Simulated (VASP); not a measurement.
Write the native input for VASP 6.6.1 that does the following.

| Item | Value |
| --- | --- |
| Task | single point |
| Functional | PBE |
| Potentials or basis | VASP PAW PBE potentials, release 64 (N, Se, Rb_sv) |
| Cutoff | 520 eV |
| k mesh | 4 × 4 × 3 |
| Occupations | fermi-dirac, width 0.1 eV |
| Spin | no spin polarisation |
| Dipole correction | no |
| Further INCAR settings | ALGO = Fast; EDIFF = 1e-06; NBANDS = 29 |

The structure of RbSeN lies in POSCAR:

```
RbSeN
1.0
    4.4434090000      0.0000000000      0.0000000000
    0.0000000000      4.4434090000      0.0000000000
    0.0000000000      0.0000000000      7.2868300000
N Se Rb
2 2 2
Direct
    0.0000000000      0.0000000000      0.0000000000
    0.5000000000      0.5000000000      0.0000000000
    0.0000000000      0.5000000000      0.1798000000
    0.5000000000      0.0000000000      0.8202000000
    0.0000000000      0.5000000000      0.6576000000
    0.5000000000      0.0000000000      0.3424000000
```

The cell was built by a generator and needn't be a form met in nature.

The input as run:

INCAR

```
PREC     = Accurate       # precision mode
ENCUT    = 520            # plane-wave cutoff, eV
EDIFF    = 1E-6           # SCF threshold, eV
ISMEAR   = -1             # smearing method
SIGMA    = 0.1            # smearing width, eV
LREAL    = F              # projectors in reciprocal space
LASPH    = T              # aspherical terms in the spheres
NELM     = 60             # most SCF steps
ALGO     = Fast           # electronic algorithm
ISIF     = 2              # what is computed and relaxed
LWAVE    = F              # write WAVECAR
LCHARG   = F              # write CHGCAR
GGA      = PE             # functional
NBANDS   = 29             # bands
```

KPOINTS

```
Automatic mesh
0
Gamma
  4 4 3
```

Potentials or basis: VASP PAW PBE potentials, release 64 (N, Se, Rb_sv).

The run is started by

```bash
$ cat potpaw_PBE.64/N/POTCAR potpaw_PBE.64/Se/POTCAR potpaw_PBE.64/Rb_sv/POTCAR > POTCAR
$ mpirun -np 1 vasp_std > vasp.out
```

Results of the run:

```yaml
Pressure: -2.3 GPa
Largest_force: 2.921 eV/Å
Band_gap_on_the_k_mesh: none (metal or under the smearing width)
```

Caveat: forces of over 1 eV/Å show positions far from the minimum, so gaps and moduli don't describe the material at rest.

It took 47 s on 1 thread of AMD EPYC 9R45 96-Core Processor (Zen 5), with other jobs on the host, peak memory 0.23 GiB.
